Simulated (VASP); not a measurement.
A run of VASP 6.6.1 is set up as follows.

Contents of INCAR:

```
SYSTEM = NaF
  PREC = Accurate
  ENCUT = 520
  EDIFF = 1E-6
  ISMEAR = 0
  SIGMA = 0.02
  LREAL = .FALSE.
  LASPH = .TRUE.
  NELM = 80
  ALGO = Fast
  ISIF = 2
  LWAVE = .FALSE.
  LCHARG = .FALSE.
  GGA = PE
  NBANDS = 14
```

File KPOINTS:

```
Automatic mesh
0
G
  10 10 10
  0 0 0
```

The input POSCAR:

```
NaF
1.0
    0.0000000000      2.3150000000      2.3150000000
    2.3150000000      0.0000000000      2.3150000000
    2.3150000000      2.3150000000      0.0000000000
Na F
1 1
Direct
    0.0000000000      0.0000000000      0.0000000000
    0.5000000000      0.5000000000      0.5000000000
```

The input KPOINTS_OPT:

```
path GXWKGLUWLK,UX
20
line-mode
reciprocal
 0.0000000000  0.0000000000  0.0000000000  G
 0.5000000000  0.0000000000  0.5000000000  X

 0.5000000000  0.0000000000  0.5000000000  X
 0.5000000000  0.2500000000  0.7500000000  W

 0.5000000000  0.2500000000  0.7500000000  W
 0.3750000000  0.3750000000  0.7500000000  K

 0.3750000000  0.3750000000  0.7500000000  K
 0.0000000000  0.0000000000  0.0000000000  G

 0.0000000000  0.0000000000  0.0000000000  G
 0.5000000000  0.5000000000  0.5000000000  L

 0.5000000000  0.5000000000  0.5000000000  L
 0.6250000000  0.2500000000  0.6250000000  U

 0.6250000000  0.2500000000  0.6250000000  U
 0.5000000000  0.2500000000  0.7500000000  W

 0.5000000000  0.2500000000  0.7500000000  W
 0.5000000000  0.5000000000  0.5000000000  L

 0.5000000000  0.5000000000  0.5000000000  L
 0.3750000000  0.3750000000  0.7500000000  K

 0.6250000000  0.2500000000  0.6250000000  U
 0.5000000000  0.0000000000  0.5000000000  X
```

Potentials or basis: VASP PAW PBE potentials, release 64 (Na_pv, F).

Run with:

```console
$ cat potpaw_PBE.64/Na_pv/POTCAR potpaw_PBE.64/F/POTCAR > POTCAR
$ mpirun -np 1 vasp_std > vasp.out
```

Q: Predict the pressure.

A: 2.2 GPa.

Q: What does it give for the band gap along the path?

A: 6.31 eV, direct.

Q: What does it give for the band gap on the k mesh?

A: 6.31 eV, direct.

Levels at the corners of the path, in eV from the valence-band top:
```
point  band 4  band 5  band 6  band 7  band 8  band 9  band 10  band 11
    Γ  -18.94    0.00    0.00    0.00    6.31   19.00    19.00    19.00
    X  -18.93   -1.28   -0.41   -0.41   13.17   13.31    13.63    19.80
    X  -18.93   -1.28   -0.41   -0.41   13.17   13.31    13.63    19.80
    W  -18.47   -0.87   -0.87   -0.57   13.24   13.24    15.23    16.90
    W  -18.47   -0.87   -0.87   -0.57   13.24   13.24    15.23    16.90
    K  -18.49   -1.06   -0.83   -0.37   12.85   13.25    14.74    19.40
    K  -18.49   -1.06   -0.83   -0.37   12.85   13.25    14.74    19.40
    Γ  -18.94    0.00    0.00    0.00    6.31   19.00    19.00    19.00
    Γ  -18.94    0.00    0.00    0.00    6.31   19.00    19.00    19.00
    L  -18.17   -1.59   -0.26   -0.26   10.80   12.49    20.14    20.14
    L  -18.17   -1.59   -0.26   -0.26   10.80   12.49    20.14    20.14
    U  -18.49   -1.06   -0.83   -0.37   12.85   13.25    14.74    19.40
    U  -18.49   -1.06   -0.83   -0.37   12.85   13.25    14.74    19.40
    W  -18.47   -0.87   -0.87   -0.57   13.24   13.24    15.23    16.90
    W  -18.47   -0.87   -0.87   -0.57   13.24   13.24    15.23    16.90
    L  -18.17   -1.59   -0.26   -0.26   10.80   12.49    20.14    20.14
    L  -18.17   -1.59   -0.26   -0.26   10.80   12.49    20.14    20.14
    K  -18.49   -1.06   -0.83   -0.37   12.85   13.25    14.74    19.40
    U  -18.49   -1.06   -0.83   -0.37   12.85   13.25    14.74    19.40
    X  -18.93   -1.28   -0.41   -0.41   13.17   13.31    13.63    19.80
```

Expect the measured gap to be larger: semilocal functionals such as PBE lack the derivative discontinuity.
